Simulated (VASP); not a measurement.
Here is the system:

```
CELL_PARAMETERS angstrom
      4.17264    -2.30611    -0.01666
      4.17264     2.30611    -0.01666
      2.91325     0.00000     3.77391
ATOMIC_POSITIONS crystal
  Bi 0.23659 0.23659 0.23659
  Bi 0.76341 0.76341 0.76341
```

Method: PBEsol GGA, VASP's PBE PAW potentials (set 64) (plane waves; VASP). Numerical set-up: 520 eV cut-off, 10×10×10 Γ-centred mesh, first-order Methfessel-Paxton smearing of 0.10 eV, potentials Bi_d.

The ions and cell shape at fixed volume are relaxed. Which structure does the run end with?

```
CELL_PARAMETERS angstrom
      4.23329    -2.28664     0.01534
      4.23329     2.28664     0.01534
      2.98453     0.00000     3.77389
ATOMIC_POSITIONS crystal
  Bi 0.23351 0.23351 0.23351
  Bi 0.76649 0.76649 0.76649
```
Space group R-3m (166), at a tolerance of 0.03 Å.

How much energy does the relaxation gain?

The energy (σ→0) changes by -4.5 meV/atom, in 6 ionic steps.

The compound is Bi in the a7 structure. This cell is one point of a volume scan, at 1.06 of the reference volume. Symmetry was kept, so distortions that lower it aren't found.
